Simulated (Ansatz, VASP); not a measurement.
# Cross-check of H46C21 (amorphous polyethylene with methane at 500 K) between VASP and Ansatz

Wanted: the spread between two codes on one cell, functional and k mesh. The cell is taken from a series of runs on this material, whose earlier steps may have relaxed, scaled, displaced or heated it; both programs get it as it stands.

Method: plane waves, with VASP 6.6.1 beside it; single point at PBEsol, in Ansatz 0.2.0.

## (1) The starting structure

The cell holds 134 atoms: 42 C and 92 H. Its edges and angles: a = 11.378 Å, b = 11.562 Å, c = 11.315 Å, α = 89.2°, β = 90.7°, γ = 87.8°. As first built, before any earlier steps moved the atoms (in the runner's words): 2 polyethylene chains of 9 units, 2 methane placed at random, at 0.729 g/cm^3; overlaps pushed apart, then 20 ps at 800 K with MMFF94 bonds, angles, torsions, charges and radii (Halgren, J. Comput. Chem. 17, 490 (1996)) in harmonic and 12-6 forms; charges of ions scaled by 0.8. Snapshot after 30 ps at 500 K and fixed volume.

## (2) VASP: single point, PBEsol

A single point gives forces, pressure and levels at one fixed geometry, so differences don't come from the geometry; what else differs is listed under the comparison.

Lines of VASP's logs that name or quote its potential files are left out, and so is its time.

File INCAR:

```
SYSTEM = H46C21
PREC = Accurate
ENCUT = 600
EDIFF = 1E-06
NELM = 120
ISMEAR = -1
SIGMA = 0.025
LREAL = Auto
ALGO = Normal
GGA = PS
NBANDS = 223
LORBIT = 11
LWAVE = .FALSE.
LCHARG = .FALSE.
ISIF = 2
LASPH = .TRUE.
GGA_COMPAT = .FALSE.
EFERMI = MIDGAP
```

File POSCAR:

```
H46C21
1.0
   11.3755000000      0.2237200000     -0.0653800000
    0.2237200000     11.5599300000      0.0826300000
   -0.0653800000      0.0826300000     11.3146200000
C H
42 92
Direct
    0.2481200000      0.3282500000      0.5200300000
    0.2325900000      0.4476100000      0.5733000000
    0.3047600000      0.4607200000      0.6859000000
    0.2911000000      0.5798300000      0.7403200000
    0.3636500000      0.5923600000      0.8527100000
    0.3478300000      0.7101200000      0.9096500000
    0.4170600000      0.7201300000      0.0245000000
    0.3967000000      0.8354000000      0.0852900000
    0.4599800000      0.8424700000      0.2039200000
    0.4292300000      0.9529700000      0.2697800000
    0.4909600000      0.9614100000      0.3890400000
    0.4538100000      0.0704400000      0.4548100000
    0.5164900000      0.0861800000      0.5727600000
    0.4955500000      0.9920500000      0.6649900000
    0.5406800000      0.0219900000      0.7879200000
    0.4631100000      0.1119500000      0.8500300000
    0.5163500000      0.1554700000      0.9640800000
    0.4351400000      0.2396400000      0.0292200000
    0.4910100000      0.2905100000      0.1385200000
    0.4078000000      0.3723800000      0.2040100000
    0.0791400000      0.7510500000      0.1701700000
    0.9845600000      0.7279800000      0.2602300000
    0.0195500000      0.7591200000      0.3856100000
    0.9229900000      0.7388500000      0.4746500000
    0.9578200000      0.7586500000      0.6029800000
    0.9876400000      0.8826700000      0.6305900000
    0.0057300000      0.9033300000      0.7619300000
    0.0330600000      0.0280500000      0.7890600000
    0.0459500000      0.0546600000      0.9200600000
    0.9345200000      0.0389000000      0.9908900000
[... 98 atom lines left out ...]
    0.5394800000      0.6136200000      0.6185600000
    0.6445100000      0.6612200000      0.5129100000
    0.7440200000      0.6111200000      0.1242900000
    0.6112500000      0.5476400000      0.1732200000
    0.7516100000      0.4814500000      0.2134400000
    0.7047900000      0.6165800000      0.2770600000
```

File KPOINTS:

```
Automatic mesh
0
Gamma
1 1 1
0 0 0
```

PAW data sets: C and H (PBE family, release 64).

Command:

```sh
$ export OMP_NUM_THREADS=3
$ mpirun -np 1 vasp_gam
```

Numbers of over 12 decimals in the logs are rounded to 6 here.

Log:

```text
[banner, memory and clock lines left out]
running    1 mpi-ranks, on    1 nodes
[...]
Offloading initialized ...    1 GPUs detected
[...]
|                                                                             |
|               ----> ADVICE to this user running VASP <----                  |
|                                                                             |
|     You enforced a specific xc type in the INCAR file but a different       |
|     [... a line on the potential file left out ...]
|     I HOPE YOU KNOW WHAT YOU ARE DOING!                                     |
|                                                                             |

 LDA part: xc-table for (Slater+PW92), standard interpolation
 POSCAR, INCAR and KPOINTS ok, starting setup
[...]
entering main loop
       N       E                     dE             d eps       ncg     rms          rms(c)
DAV:   1     0.172185548884E+04    0.17219E+04   -0.13002E+05   446   0.115E+03
DAV:   2    -0.543916407945E+03   -0.22658E+04   -0.21362E+04   581   0.243E+02
DAV:   3    -0.800921202881E+03   -0.25700E+03   -0.25505E+03   580   0.831E+01
DAV:   4    -0.808624346582E+03   -0.77031E+01   -0.76822E+01   580   0.166E+01
[...]
DAV:  18    -0.731826501312E+03   -0.12009E-07   -0.27340E-05   540   0.114E-02    0.648E-03
DAV:  19    -0.731826500233E+03    0.10794E-05   -0.35176E-06   532   0.399E-03    0.282E-03
DAV:  20    -0.731826499859E+03    0.37358E-06   -0.21764E-06   460   0.434E-03
   1 F= -.73182650E+03 E0= -.73182650E+03  d E =0.000000E+00
```

OUTCAR, selected parts (step 2):

```text
  FREE ENERGIE OF THE ION-ELECTRON SYSTEM (eV)
  ---------------------------------------------------
  free  energy   TOTEN  =      -731.8264998594 eV

  energy  without entropy=     -731.8264998594  energy(sigma->0) =     -731.82649986
```

The run ends at a pressure of 0.04 GPa, with forces up to 0.039 eV/Å.

## (3) Ansatz: single point, PBEsol

Ansatz runs on its default PAW (the set named soft_2) files.

The same cell, functional, mesh and smearing now go to Ansatz, which takes its cutoff from its data sets.

File input.yaml:

```yaml
crystal:
  lattice:
    - [11.3755, 0.22372, -0.06538]
    - [0.22372, 11.55993, 0.08263]
    - [-0.06538, 0.08263, 11.31462]
  atoms:
    - { symbol: C, position: [0.24812, 0.32825, 0.52003] }
    - { symbol: C, position: [0.23259, 0.44761, 0.5733] }
    - { symbol: C, position: [0.30476, 0.46072, 0.6859] }
    - { symbol: C, position: [0.2911, 0.57983, 0.74032] }
    - { symbol: C, position: [0.36365, 0.59236, 0.85271] }
    - { symbol: C, position: [0.34783, 0.71012, 0.90965] }
    - { symbol: C, position: [0.41706, 0.72013, 0.0245] }
    - { symbol: C, position: [0.3967, 0.8354, 0.08529] }
    - { symbol: C, position: [0.45998, 0.84247, 0.20392] }
    - { symbol: C, position: [0.42923, 0.95297, 0.26978] }
    - { symbol: C, position: [0.49096, 0.96141, 0.38904] }
    - { symbol: C, position: [0.45381, 0.07044, 0.45481] }
    - { symbol: C, position: [0.51649, 0.08618, 0.57276] }
    - { symbol: C, position: [0.49555, 0.99205, 0.66499] }
    - { symbol: C, position: [0.54068, 0.02199, 0.78792] }
    - { symbol: C, position: [0.46311, 0.11195, 0.85003] }
    - { symbol: C, position: [0.51635, 0.15547, 0.96408] }
    - { symbol: C, position: [0.43514, 0.23964, 0.02922] }
    - { symbol: C, position: [0.49101, 0.29051, 0.13852] }
    - { symbol: C, position: [0.4078, 0.37238, 0.20401] }
    - { symbol: H, position: [0.22136, 0.26032, 0.58251] }
    - { symbol: H, position: [0.34084, 0.3089, 0.49769] }
    - { symbol: H, position: [0.1955, 0.32008, 0.43849] }
    - { symbol: H, position: [0.13861, 0.46622, 0.59234] }
    - { symbol: H, position: [0.25733, 0.51433, 0.50814] }
    - { symbol: H, position: [0.28001, 0.39419, 0.75146] }
    - { symbol: H, position: [0.39875, 0.44171, 0.66685] }
    - { symbol: H, position: [0.19715, 0.59876, 0.7596] }
    - { symbol: H, position: [0.31569, 0.64633, 0.67469] }
    - { symbol: H, position: [0.4579, 0.5751, 0.83346] }
[... 98 atom lines left out ...]
    - { symbol: H, position: [0.64451, 0.66122, 0.51291] }
    - { symbol: C, position: [0.70288, 0.56412, 0.19696] }
    - { symbol: H, position: [0.74402, 0.61112, 0.12429] }
    - { symbol: H, position: [0.61125, 0.54764, 0.17322] }
    - { symbol: H, position: [0.75161, 0.48145, 0.21344] }
    - { symbol: H, position: [0.70479, 0.61658, 0.27706] }
kpoints:
  mp_grid: { grid: [1, 1, 1] }
hamiltonian:
  xc: pbesol
scf:
  occupations: { method: fermi_dirac, width: 0.025 }
output:
  forces: true
  stress: true
  populations: true
  dos:
    method: { smearing: { sigma: 0.15 } }
    de: 0.1
    projected: { site_lists: { C: [C], H: [H] } }
  eigenvalues: true
  write_density: true
  write_potential: true
  volumetric_format: npy
```

Command:

```sh
$ ansatz run input.yaml --threads 4 --pin off --max-ram 8192MiB --backend cpu --events-out ev --progress --plain --runs-dir out
```

Log:

```text
Engine: ansatz 0.2.0, x86_64-unknown-linux-gnu
Pseudopotentials: kind: paw
Pseudopotential: C, paw, valence charge 4, recommended cutoff 420 eV (normal), C.paw.azcp
Pseudopotential: H, paw, valence charge 1, recommended cutoff 420 eV (normal), H.paw.azcp
Functional definition: PBEsol
  exchange = pbesol_x
  correlation = pbesol_c
Crystal: 134 atoms, lattice volume = 1487.177 Å³
Basis set: ecut = 420 eV, 29065 PW (Γ), exchange–correlation on 160×160×160 points (8 copies of the dense FFT grid, shifted against one another)
Bands: 264, of which v1, the nominal top of the filled ones, is band 130 counted from 1 (129 counted from 0)
Symmetry: 1 space group operations
Space group: P1 (ITA 1), of the structure as read, at distance tolerance 1.1e-4 Å
k-points: 1
Non-local potential: C, projectors of the file, l = 0: 2, l = 1: 2, l = 2: 1
Non-local potential: H, projectors of the file, l = 0: 2, l = 1: 1
PAW form: soft (Blöchl's): semilocal exchange-correlation on the pseudo side does not see the compensation charge
PAW frozen core: C, regenerated for the run's functional, and the local potential with it (the file was generated under x = pbe(κ = 0.804, μ = 0.219515), c = pbe(β = 0.066725))
PAW one-centre angular grid: C, 110 points (default); XC on 64 Gauss nodes
PAW one-centre angular grid: H, 110 points (default); XC on 64 Gauss nodes
Initial density: superposition of atomic densities (neutral atoms: chi_scale 0, normalization atom), corrected by the library's trained network
Initial wavefunctions: pseudopotential atomic-orbital guess
Functional: x = pbesol(κ = 0.804, μ = 0.123457), c = pbesol(β = 0.046)
SCF iter   1: F=—  HF=-11823.865586 eV  |F-HF|=—  |Δ(HF+E_count)|=         —  Δρ=3.27e-3  dr2=2.41e-1  ethr=1.77e-3  ⟨swp⟩=6.0  Hψ=1244  notcnv=0  defer=49
preconditioner: auto → Resta (q_TF=auto, 2.040 Å⁻¹)  ε∞=2.1  [insulator: Δε(μ)=5.920 eV  Ē_g=14.941 eV  σ=0.025 eV  W_gap=1.00  n_scr=212 (ndim 8)  ℏωp=15.5 eV  f_vac=0.292  D(μ)=0.00/eV (n_scr^D=0)  ε∞_Penn≈2.1]
SCF iter   2: F=—  HF=-11823.933829 eV  |F-HF|=—  |Δ(HF+E_count)|=   6.82e-2  Δρ=1.56e-3  dr2=5.99e-2  ethr=9.28e-5  ⟨swp⟩=3.0  Hψ=441  notcnv=0  defer=127
SCF iter   3: F=—  HF=-11823.998137 eV  |F-HF|=—  |Δ(HF+E_count)|=   6.43e-2  Δρ=4.31e-4  dr2=7.27e-3  ethr=2.30e-5  ⟨swp⟩=3.0  Hψ=237  notcnv=0  defer=127
SCF iter   4: F=—  HF=-11824.008133 eV  |F-HF|=—  |Δ(HF+E_count)|=   1.00e-2  Δρ=1.49e-4  dr2=5.70e-4  ethr=2.80e-6  ⟨swp⟩=2.0  Hψ=250  notcnv=0  defer=127
SCF iter   5: F=—  HF=-11824.008740 eV  |F-HF|=—  |Δ(HF+E_count)|=   6.07e-4  Δρ=5.20e-5  dr2=5.29e-5  ethr=2.19e-7  ⟨swp⟩=2.0  Hψ=274  notcnv=0  defer=127
SCF iter   6: F=—  HF=-11824.008490 eV  |F-HF|=—  |Δ(HF+E_count)|=   2.50e-4  Δρ=1.58e-5  dr2=4.44e-6  ethr=2.03e-8  ⟨swp⟩=2.0  Hψ=383  notcnv=0  defer=127
SCF iter   7: F=—  HF=-11824.008488 eV  |F-HF|=—  |Δ(HF+E_count)|=   2.06e-6  Δρ=4.85e-6  dr2=4.81e-7  ethr=1.71e-9  ⟨swp⟩=2.0  Hψ=267  notcnv=0  defer=127
SCF iter   8: F=-11824.008487 eV  HF=-11824.008487 eV  |F-HF|=5.48e-8  |Δ(HF+E_count)|=   4.22e-7  Δρ=1.49e-6  dr2=4.70e-8  ethr=3.85e-11  ⟨swp⟩=24.0  Hψ=2289  notcnv=0
SCF 1 converged in 8 iterations: F = -11824.008487 eV  dr2 = 4.70e-8
  greatest PAW one-centre occupation: 0.656 electrons in one spin orbital (limit 2), on the C atom at site 129 (counted from 0), in its partial waves of l = 0
[...]
atom  81  C     -0.00164569     0.00230865     0.00595653
  atom  82  C      0.00199214    -0.00533926     0.00085015
  atom  83  H     -0.00033678    -0.00040909    -0.00124159
  atom  84  H      0.00108161     0.00008929     0.00182604
  atom  85  H     -0.00069519    -0.00911780     0.00228525
  atom  86  H      0.00374947    -0.00163575     0.00140782
  atom  87  H      0.00126820     0.00398148     0.00090471
  atom  88  H     -0.00196478    -0.00637457     0.00131358
  atom  89  H     -0.00005474     0.00104193    -0.00107954
  atom  90  H      0.00105493     0.00269017    -0.00157857
  atom  91  H      0.00083074    -0.00172322     0.00102390
  atom  92  H      0.00102413     0.00242571    -0.00199820
  atom  93  H     -0.00241262     0.00238674    -0.00112320
  atom  94  H     -0.00173794    -0.00139936     0.00209114
  atom  95  H     -0.00194841    -0.00097867     0.00236994
  atom  96  H     -0.00117041     0.00186627    -0.00186466
  atom  97  H      0.00137335     0.00251646    -0.00079414
  atom  98  H     -0.00363034    -0.00316281     0.00191419
  atom  99  H      0.00626304    -0.00597154     0.00406558
  atom 100  H     -0.00103806    -0.00472040     0.00313020
  atom 101  H     -0.00660322     0.00406752    -0.00334867
  atom 102  H      0.00122027     0.00775196     0.00014760
  atom 103  H      0.00421274    -0.00406722     0.00260897
  atom 104  H      0.00023113    -0.00487516    -0.00067657
[...]
atom 127  H      0.01798187    -0.00861605     0.01269377
  atom 128  H      0.00548934     0.00526022    -0.02641500
  atom 129  H     -0.01580434    -0.00964053     0.00471234
  atom 130  C      0.00177322     0.00395751     0.00224883
  atom 131  H     -0.00391638    -0.00259953     0.00376530
  atom 132  H      0.00277852     0.00206408    -0.00213477
  atom 133  H     -0.00031597     0.00370665     0.00046778
  atom 134  H     -0.00054065    -0.00495842    -0.00621730
  max |Σ_I F_I| component: 9.34e-5 eV/Å
--- Stress (GPa, compression-positive) ---
       -0.019668       0.013410      -0.001878
        0.013410       0.009355       0.022793
       -0.001877       0.022793       0.001990
  P = ⅓ Tr σ = -0.0028 GPa (-0.028 kbar)
--- Band table (eV) ---
  k-point 0: bands = [... 126 lower, -3.3707, -3.3398, -3.2766, -3.2295, 2.7072, 2.9398, 3.1940, 3.2867, ... 130 higher]
--- Löwdin populations: 134 sites ---
  site symbol       q [e]
     0      C      4.4689
     1      C      4.2635
     2      C      4.2716
     3      C      4.2725
     4      C      4.2666
     5      C      4.2688
     6      C      4.2691
     7      C      4.2620
     8      C      4.2723
     9      C      4.2650
    10      C      4.2700
    11      C      4.2718
    12      C      4.2701
    13      C      4.2802
    14      C      4.2740
    15      C      4.2726
    16      C      4.2653
    17      C      4.2731
    18      C      4.2595
    19      C      4.4712
    20      H      0.8154
    21      H      0.8208
    22      H      0.8097
    23      H      0.8329
[...]
126      H      0.8009
   127      H      0.8043
   128      H      0.7988
   129      C      4.6740
   130      H      0.7991
   131      H      0.8032
   132      H      0.8047
   133      H      0.7995
  spilling = 0.011467 (of n_electrons = 260.000000)
```

## (4) Comparison

Known differences besides the potentials themselves: the cutoff is 420 eV in Ansatz and 600 eV in VASP (PREC = Accurate, projectors in real space); Ansatz makes its cores anew for this functional, VASP keeps those of its PBE data sets. Total energies have different zeros and are not compared.

Both answers:

| quantity | Ansatz | VASP | difference |
| --- | --- | --- | --- |
| pressure (GPa) | 0.00 | 0.04 | -0.04 |
| gap on the k mesh (eV) | 5.937 | 5.935 | +0.002 |

At this near-relaxed geometry the largest component of a force difference is 32 meV/Å. A gap on the mesh is an upper bound, since the band edges may lie between its points.

## (5) What came out

| Quantity | Value |
| --- | --- |
| r.m.s. force difference (single point, PBEsol) | 15 meV/Å |

What this shows: The r.m.s. force difference is 15 meV/Å (single point, PBEsol), beyond the 12 meV/Å picked in this series as the mark of a large difference. What causes the difference of the single point, PBEsol pair stays open here. Such differences can come from data sets, numerical settings and the points named under the comparisons, not from the functional's error against experiment.

[Lines on the potential files, build, host, timing and source positions are cut from VASP's logs without a mark.]

[Logs are printed without paths, hosts, clocks, repeated set-up lines and the standing remarks that a program may print on its own settings, such as how far it seeks lower states.]

[Hosts, paths, dates, database ids (printed as entryN), source tags and the programs' standing remarks are cut or masked in the printed files.]

[The MMFF94 radii named for the starting cell were scaled by 0.96; in molecules described by MMFF94, hydrogen bound to N, O or S took a small fixed 12-6 site in their place.]
